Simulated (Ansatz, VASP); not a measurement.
# KTaO3: VASP beside Ansatz, part 2 of 3

One calculation is typed for both programs; each brings its own data sets. How far apart do they land? The cell is taken from a series of runs on this material, whose earlier steps may have relaxed, scaled, displaced or heated it; both programs get it as it stands.

VASP 6.6.1 and Ansatz 0.2.0.

So far: The structure; Ansatz: zone-centre phonons, PBE.

## 3. VASP: zone-centre phonons, PBE

Level of this step: PBE; plane waves and PAW (O, K_sv, Ta_pv) (VASP).

The same cell, functional and mesh now go to VASP, with its own data sets.

Lines of VASP's logs that name or quote its potential files are left out, and so is its time.

Input file INCAR:

```
SYSTEM = KTaO3
PREC = Accurate
ENCUT = 600
EDIFF = 1E-08
NELM = 120
ISMEAR = 0
SIGMA = 0.01
LREAL = .FALSE.
ALGO = Normal
GGA = PE
NBANDS = 25
LASPH = .TRUE.
LORBIT = 11
LWAVE = .FALSE.
LCHARG = .FALSE.
ISIF = 2
IBRION = 8
LEPSILON = .TRUE.
GGA_COMPAT = .FALSE.
EFERMI = MIDGAP
KPAR = 2
```

Input file POSCAR:

```
KTaO3
1.0
    4.0761427095      0.0000000000      0.0000000000
    0.0000000000      4.0761427095      0.0000000000
    0.0000000000      0.0000000000      4.0761427095
O K Ta
3 1 1
Direct
    0.5000000000      0.0000000000      0.0000000000
    0.0000000000      0.5000000000      0.0000000000
    0.0000000000      0.0000000000      0.5000000000
    0.5000000000      0.5000000000      0.5000000000
    0.0000000000      0.0000000000      0.0000000000
```

Input file KPOINTS:

```
Automatic mesh
0
Gamma
8 8 8
0 0 0
```

PAW data sets: O, K_sv and Ta_pv (PBE family, release 64).

On the command line:

```bash
$ mpirun -np 2 vasp_std
```

Output:

```text
[banner, memory and clock lines left out]
running    2 mpi-ranks, on    1 nodes
 distrk:  each k-point on    1 cores,    2 groups
 distr:  one band on    1 cores,    1 groups

 POSCAR found type information on POSCAR O K Ta
 POSCAR found :  3 types and       5 ions
 LDA part: xc-table for (Slater+PW92), standard interpolation
 POSCAR, INCAR and KPOINTS ok, starting setup
 FFT: planning ... GRIDC
 FFT: planning ... GRID_SOFT
 FFT: planning ... GRID
 WAVECAR not read
 entering main loop
       N       E                     dE             d eps       ncg     rms          rms(c)
DAV:   1     0.351744860137E+03    0.35174E+03   -0.22637E+04  1750   0.168E+03
DAV:   2    -0.293493021683E+02   -0.38109E+03   -0.37159E+03  2104   0.449E+02
DAV:   3    -0.491374072577E+02   -0.19788E+02   -0.19724E+02  2405   0.996E+01
DAV:   4    -0.498665395425E+02   -0.72913E+00   -0.72832E+00  2983   0.123E+01
DAV:   5    -0.498718091486E+02   -0.52696E-02   -0.52693E-02  2325   0.984E-01    0.300E+01
DAV:   6    -0.412902377716E+02    0.85816E+01   -0.42220E+01  2382   0.420E+01    0.116E+01
DAV:   7    -0.411113366087E+02    0.17890E+00   -0.27094E+00  2215   0.996E+00    0.815E+00
DAV:   8    -0.410605451229E+02    0.50791E-01   -0.56453E-01  2280   0.637E+00    0.285E+00
DAV:   9    -0.410339038137E+02    0.26641E-01   -0.51821E-02  2275   0.183E+00    0.501E-01
DAV:  10    -0.410318953673E+02    0.20084E-02   -0.17091E-02  2401   0.813E-01    0.174E-01
DAV:  11    -0.410317644007E+02    0.13097E-03   -0.18251E-03  2315   0.287E-01    0.416E-02
DAV:  12    -0.410317688880E+02   -0.44872E-05   -0.15569E-04  2195   0.105E-01    0.137E-02
DAV:  13    -0.410317766086E+02   -0.77206E-05   -0.14112E-05  2535   0.268E-02    0.362E-03
DAV:  14    -0.410317769314E+02   -0.32289E-06   -0.70837E-07  2519   0.501E-03    0.432E-03
DAV:  15    -0.410317768805E+02    0.50967E-07   -0.13351E-07  2288   0.279E-03    0.310E-04
DAV:  16    -0.410317768749E+02    0.55402E-08   -0.13203E-08  1865   0.813E-04
   1 F= -.41031777E+02 E0= -.41031777E+02  d E =0.000000E+00
 Linear response reoptimize wavefunctions to high precision
DAV:   1    -0.410317768720E+02    0.28940E-08   -0.18645E-09  1624   0.364E-04
DAV:   2    -0.410317768721E+02   -0.47748E-10   -0.26707E-10  1289   0.113E-04
 Linear response G [H, r] |phi>, progress :
  Direction:   1
       N       E                     dE             d eps       ncg     rms
RMM:   1    -0.134674044050E+03   -0.13467E+03    0.64792E+02  2900   0.199E+02
RMM:   2    -0.129269133714E+03    0.54049E+01   -0.29624E+01  2978   0.343E+01
RMM:   3    -0.129615831398E+03   -0.34670E+00   -0.34051E+00  3529   0.702E+00
RMM:   4    -0.129703141788E+03   -0.87310E-01   -0.57371E-01  3860   0.227E+00
RMM:   5    -0.129729481509E+03   -0.26340E-01   -0.13460E-01  4028   0.993E-01
RMM:   6    -0.129736367609E+03   -0.68861E-02   -0.38026E-02  4107   0.475E-01
RMM:   7    -0.129738069991E+03   -0.17024E-02   -0.41342E-02  4182   0.258E-01
RMM:   8    -0.129738592554E+03   -0.52256E-03   -0.34727E-03  4250   0.152E-01
RMM:   9    -0.129738713219E+03   -0.12067E-03    0.16890E-03  4251   0.980E-02
RMM:  10    -0.129738817064E+03   -0.10385E-03    0.22126E-02  4184   0.667E-02
RMM:  11    -0.129738823851E+03   -0.67863E-05    0.50037E-03  4034   0.472E-02
RMM:  12    -0.129738839004E+03   -0.15153E-04    0.10840E-03  3970   0.361E-02
RMM:  13    -0.129738849966E+03   -0.10961E-04   -0.96587E-05  3901   0.288E-02
RMM:  14    -0.129738858105E+03   -0.81396E-05   -0.36604E-04  3864   0.244E-02
RMM:  15    -0.129738866951E+03   -0.88461E-05    0.19045E-04  3859   0.216E-02
RMM:  16    -0.129738865349E+03    0.16023E-05   -0.15747E-03  3810   0.198E-02
RMM:  17    -0.129738866000E+03   -0.65048E-06    0.64889E-04  3811   0.186E-02
RMM:  18    -0.129738870166E+03   -0.41665E-05   -0.44126E-04  3783   0.180E-02
RMM:  19    -0.129738870042E+03    0.12385E-06    0.12868E-03  3775   0.175E-02
RMM:  20    -0.129738870946E+03   -0.90409E-06    0.26037E-04  3768   0.171E-02
 Linear response G [H, r] |phi>, progress :
  Direction:   2
       N       E                     dE             d eps       ncg     rms
RMM:   1    -0.146094754327E+03   -0.14609E+03    0.49337E+02  2873   0.197E+02
RMM:   2    -0.147654457303E+03   -0.15597E+01   -0.30822E+01  2860   0.362E+01
RMM:   3    -0.148030302631E+03   -0.37585E+00   -0.38406E+00  3556   0.786E+00
RMM:   4    -0.148154560755E+03   -0.12426E+00   -0.66532E-01  3905   0.263E+00
RMM:   5    -0.148184740698E+03   -0.30180E-01   -0.14734E-01  4064   0.114E+00
RMM:   6    -0.148192375248E+03   -0.76345E-02   -0.40680E-02  4153   0.544E-01
RMM:   7    -0.148194319553E+03   -0.19443E-02   -0.62137E-02  4224   0.287E-01
RMM:   8    -0.148194832069E+03   -0.51252E-03    0.67842E-03  4298   0.169E-01
RMM:   9    -0.148194999656E+03   -0.16759E-03    0.26864E-03  4285   0.108E-01
RMM:  10    -0.148195066203E+03   -0.66546E-04   -0.77231E-03  4218   0.728E-02
[...]
RMM:   1    -0.839147827208E+00   -0.83915E+00   -0.41050E+00  7182   0.519E+00
RMM:   2    -0.874704973528E+00   -0.35557E-01   -0.51137E-02  6980   0.101E+00    0.133E+00
RMM:   3    -0.866637457773E+00    0.80675E-02   -0.28764E-02  6377   0.930E-01    0.763E-01
RMM:   4    -0.896399531692E+00   -0.29762E-01   -0.20490E-02  6650   0.893E-01    0.176E-01
[...]
RMM:   8    -0.378947561439E+00   -0.73894E-05   -0.54625E-06  8017   0.305E-03    0.368E-04
RMM:   9    -0.378949691436E+00   -0.21300E-05   -0.35869E-06  8068   0.167E-03    0.234E-04
RMM:  10    -0.378949175908E+00    0.51553E-06   -0.40730E-07  7847   0.109E-03    0.598E-05
RMM:  11    -0.378948989707E+00    0.18620E-06   -0.11937E-06  8637   0.709E-04    0.239E-05
RMM:  12    -0.378948877665E+00    0.11204E-06   -0.35028E-07  8580   0.530E-04    0.180E-05
RMM:  13    -0.378948996792E+00   -0.11913E-06   -0.46004E-07  8701   0.436E-04    0.712E-06
RMM:  14    -0.378949026163E+00   -0.29371E-07   -0.20833E-08  8715   0.383E-04    0.648E-06
RMM:  15    -0.378949010213E+00    0.15950E-07   -0.22640E-07  8734   0.352E-04    0.360E-06
RMM:  16    -0.378949014389E+00   -0.41757E-08   -0.29350E-07  8238   0.332E-04    0.391E-06
RMM:  17    -0.378949014831E+00   -0.44210E-09   -0.10645E-08  7706   0.322E-04    0.290E-06
 first order change of Fermi-energy  -0.28755E-02
 force on displaced ion       1 direction 1 :  -5.930  -0.000   0.000
 Born effective charge ion    1 direction 1 :  -6.700   0.000   0.000
 Linear response progress:
  Degree of freedom:   2/  4
       N       E                     dE             d eps       ncg     rms          rms(c)
RMM:   1    -0.372426636787E+00   -0.37243E+00    0.25305E-01 11849   0.265E+00
RMM:   2    -0.367653191306E+00    0.47734E-02   -0.10538E-02 10522   0.423E-01    0.106E-01
RMM:   3    -0.369013871302E+00   -0.13607E-02   -0.18179E-03 10414   0.145E-01    0.533E-02
RMM:   4    -0.370626854610E+00   -0.16130E-02   -0.52798E-04 10381   0.102E-01    0.161E-02
RMM:   5    -0.370706646628E+00   -0.79792E-04   -0.64773E-05 11949   0.294E-02    0.438E-03
RMM:   6    -0.370725822295E+00   -0.19176E-04   -0.10776E-05 13282   0.101E-02    0.234E-03
RMM:   7    -0.370718786029E+00    0.70363E-05   -0.14224E-06 12693   0.537E-03    0.508E-04
RMM:   8    -0.370723138138E+00   -0.43521E-05   -0.18029E-06 13791   0.236E-03    0.260E-04
RMM:   9    -0.370723029588E+00    0.10855E-06   -0.12399E-06 14098   0.142E-03    0.137E-04
RMM:  10    -0.370722295730E+00    0.73386E-06   -0.11634E-06 14317   0.982E-04    0.637E-05
RMM:  11    -0.370722129330E+00    0.16640E-06    0.45865E-07 14757   0.756E-04    0.363E-05
RMM:  12    -0.370722195222E+00   -0.65892E-07   -0.83381E-07 14729   0.640E-04    0.193E-05
RMM:  13    -0.370722208982E+00   -0.13760E-07   -0.50790E-07 15036   0.570E-04    0.156E-05
RMM:  14    -0.370722268105E+00   -0.59123E-07   -0.70567E-07 14724   0.528E-04    0.389E-06
RMM:  15    -0.370722260923E+00    0.71818E-08   -0.49842E-08 14598   0.502E-04    0.654E-06
 first order change of Fermi-energy   0.12831E-03
 force on displaced ion       1 direction 2 :   0.000  -5.053   0.000
 Born effective charge ion    1 direction 2 :   0.000  -1.654   0.000
 Linear response progress:
  Degree of freedom:   3/  4
       N       E                     dE             d eps       ncg     rms          rms(c)
RMM:   1    -0.313183354539E+00   -0.31318E+00    0.18157E-01  6428   0.253E+00
RMM:   2    -0.314776147598E+00   -0.15928E-02   -0.36149E-02  6663   0.650E-01    0.472E-02
RMM:   3    -0.316012716912E+00   -0.12366E-02   -0.72875E-03  7159   0.231E-01    0.257E-02
RMM:   4    -0.316309515285E+00   -0.29680E-03   -0.12693E-03  7765   0.750E-02    0.279E-02
RMM:   5    -0.316353122451E+00   -0.43607E-04   -0.30804E-04  7951   0.343E-02    0.221E-02
RMM:   6    -0.316383312496E+00   -0.30190E-04   -0.53435E-05  7331   0.237E-02    0.129E-02
RMM:   7    -0.316406696516E+00   -0.23384E-04   -0.18966E-05  7658   0.100E-02    0.264E-03
RMM:   8    -0.316411602979E+00   -0.49065E-05    0.87292E-06  8223   0.481E-03    0.818E-04
RMM:   9    -0.316418922437E+00   -0.73195E-05   -0.79226E-06  7921   0.289E-03    0.754E-04
RMM:  10    -0.316418830514E+00    0.91922E-07   -0.15487E-06  7913   0.188E-03    0.213E-04
RMM:  11    -0.316417931376E+00    0.89914E-06   -0.31495E-06  8268   0.123E-03    0.197E-04
RMM:  12    -0.316417416158E+00    0.51522E-06   -0.18941E-07  8532   0.908E-04    0.166E-04
RMM:  13    -0.316416914406E+00    0.50175E-06   -0.45749E-07  8382   0.716E-04    0.102E-04
RMM:  14    -0.316416046277E+00    0.86813E-06    0.54280E-07  8237   0.631E-04    0.132E-04
RMM:  15    -0.316416450456E+00   -0.40418E-06    0.33620E-08  8416   0.539E-04    0.262E-05
RMM:  16    -0.316416441125E+00    0.93312E-08    0.37337E-08  8707   0.495E-04    0.112E-05
 first order change of Fermi-energy  -0.23484E-03
 force on displaced ion       4 direction 1 :  -3.334   0.000  -0.000
 Born effective charge ion    4 direction 1 :   1.146   0.000   0.000
 Linear response progress:
  Degree of freedom:   4/  4
       N       E                     dE             d eps       ncg     rms          rms(c)
RMM:   1    -0.190785873115E+00   -0.19079E+00    0.79738E+00  4473   0.164E+01
RMM:   2    -0.214527002707E+00   -0.23741E-01   -0.33997E-02  5797   0.115E+00    0.139E-01
RMM:   3    -0.213192105759E+00    0.13349E-02   -0.16065E-03  6427   0.191E-01    0.747E-02
RMM:   4    -0.212107766458E+00    0.10843E-02   -0.24347E-04  6873   0.902E-02    0.267E-02
RMM:   5    -0.211816017649E+00    0.29175E-03   -0.23895E-05  7169   0.279E-02    0.656E-03
RMM:   6    -0.211746909582E+00    0.69108E-04   -0.60183E-06  7707   0.994E-03    0.205E-03
RMM:   7    -0.211741629477E+00    0.52801E-05   -0.15296E-06  7582   0.372E-03    0.664E-04
RMM:   8    -0.211740917664E+00    0.71181E-06   -0.10446E-06  8088   0.178E-03    0.331E-04
RMM:   9    -0.211741831978E+00   -0.91431E-06   -0.20197E-07  8059   0.110E-03    0.986E-05
RMM:  10    -0.211742233417E+00   -0.40144E-06    0.34392E-07  8269   0.738E-04    0.258E-05
RMM:  11    -0.211742264492E+00   -0.31075E-07   -0.33423E-07  8882   0.536E-04    0.189E-05
RMM:  12    -0.211742299480E+00   -0.34988E-07    0.13437E-07  8727   0.432E-04    0.116E-05
RMM:  13    -0.211742322993E+00   -0.23513E-07   -0.38191E-07  8655   0.372E-04    0.703E-06
RMM:  14    -0.211742309074E+00    0.13919E-07   -0.73752E-08  8698   0.331E-04    0.504E-06
RMM:  15    -0.211742322934E+00   -0.13860E-07   -0.17960E-07  8903   0.305E-04    0.423E-06
RMM:  16    -0.211742330673E+00   -0.77384E-08    0.80238E-08  8769   0.288E-04    0.474E-06
 first order change of Fermi-energy   0.19566E-02
 force on displaced ion       5 direction 1 :   1.346   0.000  -0.000
 Born effective charge ion    5 direction 1 :   8.861   0.000   0.000
 Born effective charges drift removed
 Linear response finished
```

[end of part 2 of 3]

[Lines on the potential files, build, host, timing and source positions are cut from VASP's logs without a mark.]

[Logs are printed without paths, hosts, clocks, repeated set-up lines and the standing remarks that a program may print on its own settings, such as how far it seeks lower states.]

[Hosts, paths, dates, database ids (printed as entryN), source tags and the programs' standing remarks are cut or masked in the printed files.]
